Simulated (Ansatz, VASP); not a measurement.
# GaSbAs2 (CuAu-ordered zincblende type (invented)): VASP beside Ansatz

Wanted: the spread between two codes on one cell, functional and k mesh. The cell is generated by rule, not measured, and may not be a known phase. Of the first pair: The two relaxations start from unlike cells of this crystal (the structure described is Ansatz's start), so only their ends are compared.

Calculated with Ansatz 0.2.0; plane waves, with VASP 6.6.1 beside it; relaxation of cell and atoms at PBEsol.

### 1. The structure

The structure is tetragonal, space group P-4m2 (No. 115). The conventional cell has a = 4.123 Å, b = 4.123 Å, c = 5.831 Å, α = 90.00°, β = 90.00°, γ = 90.00°. Ga has 4 As at 2.53 Å nearest. Nearest to Sb lie 4 As at 2.53 Å. As has 2 Ga at 2.53 Å and 2 Sb at 2.53 Å nearest. Farther neighbours are not listed.

Structure file:

```cif
data_structure
_symmetry_space_group_name_H-M 'P 1'
_symmetry_Int_Tables_number 1
_cell_length_a 4.1233
_cell_length_b 4.1233
_cell_length_c 5.8312
_cell_angle_alpha 90.000
_cell_angle_beta 90.000
_cell_angle_gamma 90.000
_cell_volume 99.14
loop_
_atom_site_label
_atom_site_type_symbol
_atom_site_fract_x
_atom_site_fract_y
_atom_site_fract_z
_atom_site_occupancy
Ga1 Ga 0.00000 0.00000 0.00000 1
Sb2 Sb 0.50000 0.50000 0.50000 1
As3 As 0.00000 0.50000 0.25000 1
As4 As 0.50000 0.00000 0.75000 1
```

### 2. VASP: relaxation of cell and atoms, PBEsol, pair 1

The relaxed volume is the usual yardstick between codes: in a stiff, nearly cubic crystal its relative difference is about their pressure difference at one cell divided by the bulk modulus.

Lines of VASP's logs that name or quote its potential files are left out, and so is its time.

The input, INCAR:

```
SYSTEM = GaSbAs2
PREC = Accurate
ENCUT = 500
EDIFF = 1E-07
NELM = 120
ISMEAR = 0
SIGMA = 0.1
LREAL = .FALSE.
ALGO = Normal
GGA = PS
NBANDS = 20
LORBIT = 11
LWAVE = .FALSE.
LCHARG = .FALSE.
ISIF = 3
IBRION = 2
NSW = 80
EDIFFG = -0.005
LASPH = .TRUE.
GGA_COMPAT = .FALSE.
NELMIN = 4
KPAR = 2
```

The input, POSCAR:

```
GaSbAs2
1.0
    4.0649678151      0.0000000000      0.0000000000
    0.0000000000      4.0649678151      0.0000000000
    0.0000000000      0.0000000000      6.6255316101
Ga Sb As
1 1 2
Direct
    0.0000000000      0.0000000000      0.0000000000
    0.5000000000      0.5000000000      0.5000000000
    0.0000000000      0.5000000000      0.2134588546
    0.5000000000      0.0000000000      0.7865411454
```

The input, KPOINTS:

```
Automatic mesh
0
Gamma
6 6 4
0 0 0
```

PAW data sets: Ga_d, Sb and As (PBE family, release 64).

Started as:

```console
mpirun -np 2 vasp_std
```

Numbers of over 12 decimals in the logs are rounded to 6 here.

What it wrote:

```text
[banner, memory and clock lines left out]
running    2 mpi-ranks, on    1 nodes
 distrk:  each k-point on    1 cores,    2 groups
 distr:  one band on    1 cores,    1 groups

 POSCAR found type information on POSCAR GaSbAs
 POSCAR found :  3 types and       4 ions
|                                                                             |
|               ----> ADVICE to this user running VASP <----                  |
|                                                                             |
|     You enforced a specific xc type in the INCAR file but a different       |
|     [... a line on the potential file left out ...]
|     I HOPE YOU KNOW WHAT YOU ARE DOING!                                     |
|                                                                             |

 LDA part: xc-table for (Slater+PW92), standard interpolation
 POSCAR, INCAR and KPOINTS ok, starting setup
 FFT: planning ... GRIDC
 FFT: planning ... GRID_SOFT
 FFT: planning ... GRID
 WAVECAR not read
 entering main loop
       N       E                     dE             d eps       ncg     rms          rms(c)
DAV:   1     0.160023418440E+03    0.16002E+03   -0.12026E+04  1208   0.143E+03
DAV:   2    -0.495129616424E-01   -0.16007E+03   -0.15426E+03  1316   0.316E+02
DAV:   3    -0.173689371404E+02   -0.17319E+02   -0.16812E+02  1484   0.927E+01
DAV:   4    -0.179761468696E+02   -0.60721E+00   -0.60192E+00  1432   0.171E+01
DAV:   5    -0.179914815356E+02   -0.15335E-01   -0.15326E-01  1452   0.260E+00    0.432E+00
DAV:   6    -0.175984902696E+02    0.39299E+00   -0.12010E+00  1684   0.719E+00    0.272E+00
DAV:   7    -0.175801289695E+02    0.18361E-01   -0.15257E-01  1368   0.217E+00    0.106E+00
DAV:   8    -0.175716862267E+02    0.84427E-02   -0.12559E-02  1560   0.733E-01    0.319E-01
DAV:   9    -0.175710060995E+02    0.68013E-03   -0.34085E-03  1448   0.344E-01    0.741E-02
DAV:  10    -0.175710596835E+02   -0.53584E-04   -0.19677E-04  1388   0.101E-01    0.406E-02
DAV:  11    -0.175711123261E+02   -0.52643E-04   -0.76410E-05  1400   0.454E-02    0.485E-03
DAV:  12    -0.175711130833E+02   -0.75718E-06   -0.62575E-06  1500   0.168E-02    0.487E-03
DAV:  13    -0.175711136435E+02   -0.56020E-06   -0.13322E-06  1360   0.757E-03    0.190E-03
DAV:  14    -0.175711137930E+02   -0.14955E-06   -0.10151E-07   988   0.310E-03    0.608E-04
DAV:  15    -0.175711138487E+02   -0.55678E-07   -0.31420E-08   776   0.118E-03
   1 F= -.17571114E+02 E0= -.17563507E+02  d E =-.175711E+02
 curvature:   0.00 expect dE= 0.000E+00 dE for cont linesearch  0.000E+00
 trial: gam= 0.00000 g(F)=  0.118E-07 g(S)=  0.140E-04 ort = 0.000E+00 (trialstep = 0.100E+01)
 search vector abs. value=  0.140E-04
 bond charge predicted
       N       E                     dE             d eps       ncg     rms          rms(c)
DAV:   1    -0.175711842019E+02   -0.70409E-04   -0.10519E-03  1652   0.445E-01    0.467E-02
DAV:   2    -0.175711349583E+02    0.49244E-04   -0.13042E-04  1648   0.192E-01    0.218E-02
DAV:   3    -0.175711210503E+02    0.13908E-04   -0.20482E-05  1644   0.584E-02    0.546E-03
DAV:   4    -0.175711195573E+02    0.14930E-05   -0.32054E-06  1552   0.176E-02    0.169E-03
DAV:   5    -0.175711193881E+02    0.16915E-06   -0.11360E-07   728   0.358E-03    0.719E-04
DAV:   6    -0.175711193658E+02    0.22327E-07   -0.59272E-08   684   0.255E-03
   2 F= -.17571119E+02 E0= -.17563532E+02  d E =-.551708E-05
 trial-energy change:   -0.000006  1 .order   -0.000006   -0.000014    0.000002
 step:   0.8670(harm=  0.8968)  dis= 0.00001  next Energy=   -17.571119 (dE=-0.563E-05)
 reached required accuracy - stopping structural energy minimisation
```

From OUTCAR (step 2):

```text
ion  position               nearest neighbor table
   1  0.000  0.000  0.000-   3 2.48   4 2.48   3 2.48   4 2.48
   2  0.500  0.500  0.500-   3 2.78   4 2.78   4 2.78   3 2.78
   3  0.000  0.500  0.213-   1 2.48   1 2.48   2 2.78   2 2.78
   4  0.500  0.000  0.787-   1 2.48   1 2.48   2 2.78   2 2.78

  LATTYP: Found a simple tetragonal cell.
 ALAT       =     4.0649678151
 C/A-ratio  =     1.6299099800

 Subroutine GETGRP returns: Found  8 space group operations
 (whereof  8 operations were pure point group operations)

The static configuration has the point symmetry D_2d.

 Found     30 irreducible k-points:

   k-points           NKPTS =     30   k-points in BZ     NKDIM =     30   number of bands    NBANDS=     20

   dimension x,y,z NGX =    30 NGY =   30 NGZ =   48
   dimension x,y,z NGXF=    60 NGYF=   60 NGZF=   96

   ENCUT  =  500.0 eV  36.75 Ry    6.06 a.u.   7.41  7.41 12.08*2*pi/ulx,y,z

   NELECT =      28.0000    total number of electrons

 k-points in reciprocal lattice and weights: Automatic mesh
   0.00000000  0.00000000  0.00000000       0.007
   0.16666667  0.00000000  0.00000000       0.028
   0.33333333  0.00000000  0.00000000       0.028
   0.50000000  0.00000000  0.00000000       0.014
   0.16666667  0.16666667  0.00000000       0.028
   0.33333333  0.16666667  0.00000000       0.056
   0.50000000  0.16666667  0.00000000       0.028
   0.33333333  0.33333333  0.00000000       0.028
   0.50000000  0.33333333  0.00000000       0.028
[...]
0.50000000  0.33333333  0.50000000       0.028
   0.50000000  0.50000000  0.50000000       0.007

 average (electrostatic) potential at core
       1 -66.1611       2 -88.7190       3 -50.3832       4 -50.3832

 E-fermi :   4.3907

 k-point     1 :       0.0000    0.0000    0.0000
  band No.  band energies     occupation
    ...
     10       1.2658      2.00000
     11       1.4729      2.00000
     12       2.0161      2.00000
     13       3.3602      2.00000
     14       3.3602      2.00000
     15       5.1285      0.00000
     16       5.3566      0.00000
     17       5.5687      0.00000
     18       5.5687      0.00000
     19       6.4624      0.00000
    ...

 k-point     2 :       0.1667    0.0000    0.0000
  band No.  band energies     occupation
    ...
     10       0.4008      2.00000
     11       1.4320      2.00000
     12       1.7485      2.00000
     13       3.2919      2.00000
     14       3.7066      2.00000
     15       5.0313      0.00000
     16       5.6205      0.00000
     17       5.7544      0.00000
     18       6.6514      0.00000
     19       7.3821      0.00000
    ...

 k-point     3 :       0.3333    0.0000    0.0000
  band No.  band energies     occupation
    ...
     10      -0.4984      2.00000
     11       0.7229      2.00000
     12       1.8865      2.00000
     13       3.0202      2.00000
     14       4.2740      1.90116
     15       5.3153      0.00000
     16       5.8918      0.00000
     17       6.2417      0.00000
     18       7.1690      0.00000
     19       8.7000      0.00000
    ...

  Total       -0.0064015     -0.0064015     -0.0005750      0.0000000      0.0000000      0.0000000
  in kB       -0.0936261     -0.0936261     -0.0084100      0.0000000      0.0000000      0.0000000
  external PRESSURE =      -0.0652207 kB  Pullay stress =       0.0000000 kB

  energy-cutoff  :      500.00
  volume of cell :      109.55
      direct lattice vectors                 reciprocal lattice vectors
     4.065425612  0.000000000  0.000000000     0.245976706  0.000000000 -0.000000000
     0.000000000  4.065425612  0.000000000     0.000000000  0.245976706  0.000000000
     0.000000000  0.000000000  6.628038791     0.000000000  0.000000000  0.150874192

 POSITION                                       TOTAL-FORCE (eV/Angst)
 -----------------------------------------------------------------------------------
      0.00000      0.00000      0.00000        -0.000000      0.000000      0.000000
      2.03271      2.03271      3.31402         0.000000      0.000000      0.000000
      4.06543      2.03271      1.41483         0.000000     -0.000000      0.001499
      2.03271      0.00000      5.21321        -0.000000      0.000000     -0.001499
 -----------------------------------------------------------------------------------
    total drift:                                0.000000      0.000000     -0.000000

  FREE ENERGIE OF THE ION-ELECTRON SYSTEM (eV)
  ---------------------------------------------------
  free  energy   TOTEN  =       -17.5711193658 eV

  energy  without entropy=      -17.5559451070  energy(sigma->0) =      -17.56353224

 reached required accuracy - stopping structural energy minimisation

 total charge
# of ion       s       p       d       tot
------------------------------------------
    1        0.916   0.737   9.989  11.643
    2        1.259   1.071   0.038   2.368
    3        1.269   1.448   0.031   2.748
    4        1.269   1.448   0.031   2.748
--------------------------------------------------
tot          4.713   4.704  10.090  19.507

[... 3 further parts left out ...]
```

CONTCAR:

```
GaSbAs2
   1.00000000000000
     4.0654256121813628    0.0000000000000000    0.0000000000000000
     0.0000000000000000    4.0654256121813628    0.0000000000000000
     0.0000000000000000    0.0000000000000000    6.6280387906564808
  Ga              Sb              As
     1     1     2
Direct
     0.0000000000000000    0.0000000000000000    0.0000000000000000
     0.5000000000000000    0.5000000000000000    0.5000000000000000
     1.0000000000000000    0.5000000000000000    0.2134614001843376
     0.5000000000000000    0.0000000000000000    0.7865385998156624
```

### 3. Ansatz: relaxation of cell and atoms, PBEsol, pair 1

Ansatz runs on its default PAW (the set named soft_2) files.

Its own start cell and the same functional, mesh and smearing now go to Ansatz, which takes its cutoff from its data sets.

The input, input.yaml:

```yaml
crystal:
  lattice:
    - [4.12331, 0.0, 0.0]
    - [0.0, 4.12331, 0.0]
    - [0.0, 0.0, 5.83124]
  atoms:
    - { symbol: Ga, position: [0.0, 0.0, 0.0] }
    - { symbol: Sb, position: [0.5, 0.5, 0.5] }
    - { symbol: As, position: [0.0, 0.5, 0.25] }
    - { symbol: As, position: [0.5, 0.0, 0.75] }
kpoints:
  mp_grid: { grid: [6, 6, 4] }
hamiltonian:
  xc: pbesol
scf:
  occupations: { method: gaussian, width: 0.1 }
output:
  forces: true
  stress: true
  eigenvalues: true
relax:
  adjacent_minimum: "off"
  f_tol: 0.05
  max_steps: 80
  cell: { stress_tol: 0.5 }
```

Started as:

```console
ansatz run input.yaml --threads 2 --pin off --max-ram 5120MiB --backend cpu --events-out ev --progress --plain --runs-dir out
```

What it wrote:

```text
The last accepted step is kept in <dir> (removed where the run ends without a failure and the disk answers)
Engine: ansatz 0.2.0, x86_64-unknown-linux-gnu
Pseudopotentials: kind: paw
Pseudopotential: Ga, paw, valence charge 13, recommended cutoff 420 eV (normal), Ga.paw.azcp
Pseudopotential: Sb, paw, valence charge 15, recommended cutoff 420 eV (normal), Sb.paw.azcp
Pseudopotential: As, paw, valence charge 15, recommended cutoff 420 eV (normal), As.paw.azcp
Functional definition: PBEsol
  exchange = pbesol_x
  correlation = pbesol_c
Crystal: 4 atoms, lattice volume = 99.141 Å³
Basis set: ecut = 420 eV, 1923 PW (Γ), exchange–correlation on 60×60×80 points (8 copies of the dense FFT grid, shifted against one another)
Bands: 35, of which v1, the nominal top of the filled ones, is band 29 counted from 1 (28 counted from 0)
Symmetry: 8 space group operations
Space group: P-4m2 (ITA 115), of the structure as read, at distance tolerance 4.6e-5 Å
k-points: 30 of 144 (time reversal used)
Non-local potential: Ga, projectors of the file, l = 0: 2, l = 1: 2, l = 2: 3, l = 3: 1
Non-local potential: Sb, projectors of the file, l = 0: 2, l = 1: 2, l = 2: 2, l = 3: 2
Non-local potential: As, projectors of the file, l = 0: 2, l = 1: 2, l = 2: 3, l = 3: 1
PAW form: soft (Blöchl's): semilocal exchange-correlation on the pseudo side does not see the compensation charge
PAW frozen core: Ga, regenerated for the run's functional, and the local potential with it (the file was generated under x = pbe(κ = 0.804, μ = 0.219515), c = pbe(β = 0.066725))
PAW frozen core: Sb, regenerated for the run's functional, and the local potential with it (the file was generated under x = pbe(κ = 0.804, μ = 0.219515), c = pbe(β = 0.066725))
PAW frozen core: As, regenerated for the run's functional, and the local potential with it (the file was generated under x = pbe(κ = 0.804, μ = 0.219515), c = pbe(β = 0.066725))
PAW one-centre angular grid: Ga, 590 points (default); XC on 64 Gauss nodes
PAW one-centre angular grid: Sb, 590 points (default); XC on 64 Gauss nodes
PAW one-centre angular grid: As, 590 points (default); XC on 64 Gauss nodes
Initial density: superposition of atomic densities (neutral atoms: chi_scale 0, normalization atom), corrected by the library's trained network
Initial wavefunctions: pseudopotential atomic-orbital guess
Functional: x = pbesol(κ = 0.804, μ = 0.123457), c = pbesol(β = 0.046)
SCF iter   1: F=—  HF=-19775.966958 eV  |F-HF|=—  |Δ(HF+E_count)|=         —  Δρ=3.33e-3  dr2=2.11e-2  ethr=1.77e-3  ⟨swp⟩=6.7  Hψ=4297  notcnv=0
preconditioner: auto → LDOS  [metal: Δε(μ)=0.095 eV  Ē_g=12.289 eV  σ=0.100 eV  W_gap=0.46  n_scr=28 (ndim 8)  ℏωp=19.7 eV  f_vac=0.045  D(μ)=2.38/eV (n_scr^D=14)  β→1.0]
SCF iter   2: F=—  HF=-19775.957781 eV  |F-HF|=—  |Δ(HF+E_count)|=   9.18e-3  Δρ=1.54e-3  dr2=1.46e-3  ethr=3.65e-5  ⟨swp⟩=2.0  Hψ=2253  notcnv=0  defer=15
SCF iter   3: F=—  HF=-19775.957868 eV  |F-HF|=—  |Δ(HF+E_count)|=   8.78e-5  Δρ=1.15e-3  dr2=1.13e-3  ethr=2.53e-6  ⟨swp⟩=2.0  Hψ=1897  notcnv=0  defer=15
SCF iter   4: F=—  HF=-19775.956879 eV  |F-HF|=—  |Δ(HF+E_count)|=   9.90e-4  Δρ=2.41e-4  dr2=1.06e-4  ethr=1.94e-6  ⟨swp⟩=2.0  Hψ=1438  notcnv=0  defer=15
SCF iter   5: F=—  HF=-19775.956836 eV  |F-HF|=—  |Δ(HF+E_count)|=   4.28e-5  Δρ=7.03e-5  dr2=8.02e-6  ethr=1.83e-7  ⟨swp⟩=2.0  Hψ=1896  notcnv=0  defer=15
SCF iter   6: F=—  HF=-19775.956836 eV  |F-HF|=—  |Δ(HF+E_count)|=   1.49e-7  Δρ=2.33e-5  dr2=7.91e-7  ethr=1.38e-8  ⟨swp⟩=2.0  Hψ=1896  notcnv=0  defer=15
SCF iter   7: F=-19775.956836 eV  HF=-19775.956836 eV  |F-HF|=1.21e-8  |Δ(HF+E_count)|=   3.85e-7  Δρ=7.57e-6  dr2=6.76e-8  ethr=1.72e-10  ⟨swp⟩=6.8  Hψ=4684  notcnv=0
SCF 1 converged in 7 iterations: F = -19775.956836 eV  dr2 = 6.76e-8
  greatest PAW one-centre occupation: 0.999 electrons in one spin orbital (limit 2), on the As atom at site 2 (counted from 0), in its partial waves of l = 2
relax step   1: F+E_penalty+E_count = -19775.95683621 eV  Δ(F+E_penalty+E_count) = +0.000e0 eV  max|allowed force component| = 1.988e0 eV/Å  Δτ_max = 0.0000 Å  P = +9.423 GPa  Ω = 99.141 Å³  (7 SCF iters, dr2 threshold 1.00e-7 eV, accepted)
[...]
relax step   5: F+E_penalty+E_count = -19776.74034416 eV  Δ(F+E_penalty+E_count) = -1.578e-2 eV  max|allowed force component| = 2.233e-1 eV/Å  Δτ_max = 0.0182 Å  P = -0.563 GPa  Ω = 111.935 Å³  energy of the carried Pulay correction = -2.441e-3 eV  (5 SCF iters, dr2 threshold 4.00e-7 eV, accepted)
[...]
relax step   6: F+E_penalty+E_count = -19776.76324889 eV  Δ(F+E_penalty+E_count) = -2.290e-2 eV  max|allowed force component| = 1.503e-3 eV/Å  Δτ_max = 0.0288 Å  P = -0.189 GPa  Ω = 110.251 Å³  energy of the carried Pulay correction = -2.136e-3 eV  (6 SCF iters, dr2 threshold 4.00e-7 eV, accepted)
[...]
relax step   7: F+E_penalty+E_count = -19776.76898764 eV  Δ(F+E_penalty+E_count) = -5.739e-3 eV  max|allowed force component| = 1.394e-3 eV/Å  Δτ_max = 0.0000 Å  P = -0.103 GPa  Ω = 110.251 Å³  stress off target by 2.74e-1 GPa  SCF on the basis re-selected at this cell (its energy is not comparable with the rows above)  (6 SCF iters)
basis re-selected at this cell: Δ(F+E_penalty+E_count) = -5.739e-3 eV, ΔP = +0.086 GPa vs the last step (what re-selecting the basis moved, of the pressure what is left beyond the Pulay correction that the steps carried, after the strain that the cell walked since its last selection, with what the two solves' SCF thresholds leave and, on support functions, any second-order correction that the steps lacked; it is no measure of the basis error at this ecutwfc). The dense FFT grid was sized anew with the basis: this SCF ran on 30×30×45 points, the steps before it on 30×30×40, so part of this shift can come from that change (see relax.cell in the input reference). [rest of the remark cut]
SCF converged after 6 iterations
Free energy (F): -19776.768988 eV
Harris-Foulkes:  -19776.768988 eV  (|F-HF|=4.95e-10)
Internal energy: -19776.755106 eV  (E = F + TS)
E sigma→0 (E₀):  -19776.762047 eV
Entropy (-TS):   -0.013882 eV (-3.471 meV/atom)
Fermi energy:    7.924554 eV
--- Per-component energies (eV) ---
  E_band       = -812.385768
  E_kinetic    = 527.603467
  E_local      = -7887.350194  (includes V_loc(G=0)·N_el)
  E_nonlocal   = -548.221739
  E_hartree    = 3922.964448
  E_xc         = -362.282043
  E_vxc        = -311.561619  (∫ρ·V_xc dr)
  E_paw        = -10032.551200  (= ΣΔE_a)
  E_vpaw       = -438.785575  (= ΣTr[D̂ρ^β])
  E_aug_tail   = -0.000109  (compensation charges beyond the density's cutoff)
  E_ewald      = -5400.045427
  E_core_change = 3.127692  (= ΣΔE_core)
  E_smearing   = -0.013882  (= −TS)
  E_closure    = -0.000000  (closes the sum)
  Σ components = -19776.768988   (vs F -19776.768988, Δ=0.00e0)
--- Forces (eV/Å), atoms counted from 1 ---
  atom   1  Ga    -0.00000000     0.00000000     0.00000000
  atom   2  Sb    -0.00000000    -0.00000000    -0.00000000
  atom   3  As    -0.00000000     0.00000000     0.00139432
  atom   4  As    -0.00000000     0.00000000    -0.00139432
  max |Σ_I F_I| component: 1.80e-16 eV/Å
--- Stress (GPa, compression-positive) ---
       -0.274216       0.000000      -0.000000
        0.000000      -0.274216       0.000000
       -0.000000       0.000000       0.239653
  P = ⅓ Tr σ = -0.1029 GPa (-1.029 kbar)
--- Band table (eV; the first three rows and the last of 30) ---
  k-point 0: bands = [... 25 lower, 4.9738, 5.5992, 6.7811, 6.7811, 8.5456, 8.7019, 9.0557, 9.0557, ... 2 higher]
  k-point 1: bands = [... 25 lower, 4.8505, 6.2194, 6.2194, 6.9965, 8.7186, 8.8128, 9.5238, 9.7831, ... 2 higher]
  k-point 2: bands = [... 25 lower, 5.3624, 5.4489, 5.4489, 8.0473, 8.2743, 9.1602, 9.5146, 10.5719, ... 2 higher]
  k-point 29: bands = [... 25 lower, 3.5663, 3.5663, 4.1367, 8.3181, 9.0963, 9.0963, 10.3153, 10.8405, ... 2 higher]
--- Relaxed structure (6 steps of the walk, 6 accepted, 1 SCFs on fresh bases) ---
  F+E_penalty+E_count = -19776.76898764 eV   max|allowed force component| = 1.394e-3 eV/Å   (the final SCF, on the basis selected at the relaxed cell)
  cell:  # Å, volume = 110.2506 Å³
    - [4.107845, 0, -1.5072400971971745e-17]
    - [0, 4.107845, 0]
    - [-2.131559049496656e-17, 0, 6.533604]
  atoms:
    - { symbol: Ga, position: [0, 0, 0] }
    - { symbol: Sb, position: [0.500000, 0.500000, 0.500000] }
    - { symbol: As, position: [1.4532287637154904e-18, 0.500000, 0.212977] }
    - { symbol: As, position: [0.500000, 0, 0.787023] }
```

### 4. Side by side

Known differences besides the potentials themselves: the data sets hold 58 valence electrons in Ansatz (on its default PAW (the set named soft_2) files) and 28 in VASP; the cutoff is 420 eV in Ansatz and 500 eV in VASP; Ansatz makes its cores anew for this functional, VASP keeps those of its PBE data sets; Ansatz adds a Pulay correction to the stress that steers its cell, VASP none. Total energies have different zeros and are not compared.

The two programs side by side:

| quantity | Ansatz | VASP | difference |
| --- | --- | --- | --- |
| volume (Å³) | 110.25 | 109.55 | +0.64 % |
| edge a after relaxation, in the typed setting (Å) | 4.108 | 4.065 | +1.04 % |
| edge c after relaxation, in the typed setting (Å) | 6.534 | 6.628 | -1.42 % |

(Continued in part 2 of 2.)

[Lines on the potential files, build, host, timing and source positions are cut from VASP's logs without a mark.]

[Logs are printed without paths, hosts, clocks, repeated set-up lines and the standing remarks that a program may print on its own settings, such as how far it seeks lower states.]

[Hosts, paths, dates, database ids (printed as entryN), source tags and the programs' standing remarks are cut or masked in the printed files.]
